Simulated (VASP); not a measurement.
Zn3P: equation of state with PBE

The system is Zn3P.

```
CELL_PARAMETERS angstrom
3.97552 0.00000 0.00000
0.00000 3.97552 0.00000
0.00000 0.00000 3.97552
ATOMIC_POSITIONS crystal
Zn 0.50000 0.50000 0.00000
Zn 0.50000 0.00000 0.50000
Zn 0.00000 0.50000 0.50000
P 0.00000 0.00000 0.00000
```

The cell comes from a database or a generator and needn't be the stable form of this composition.

```json
{
  "Program": "VASP 6.6.1",
  "Task": "equation of state",
  "Functional": "PBE",
  "Potentials or basis": "VASP PAW PBE potentials, release 64 (Zn, P)",
  "Cutoff": "520 eV",
  "k mesh": "7 × 7 × 7",
  "Occupations": "fermi-dirac, width 0.05 eV",
  "Spin": "no spin polarisation"
}
```

```json
{
 "Equilibrium volume": "15.57 Å³/atom",
 "Bulk modulus": "78 GPa",
 "Pressure derivative of the bulk modulus": "4.9"
}
```

Energy against volume, from the lowest point:
```csv
volume (Å³/atom),energy (meV/atom)
14.766,11.11
15.080,3.82
15.394,0.25
15.708,0.00
16.022,2.70
16.336,8.00
16.650,15.61
```

All runs of the series together: 4.5 min on 1 thread of AMD EPYC 7R43 64-Core Processor (Zen 3) (shared host).
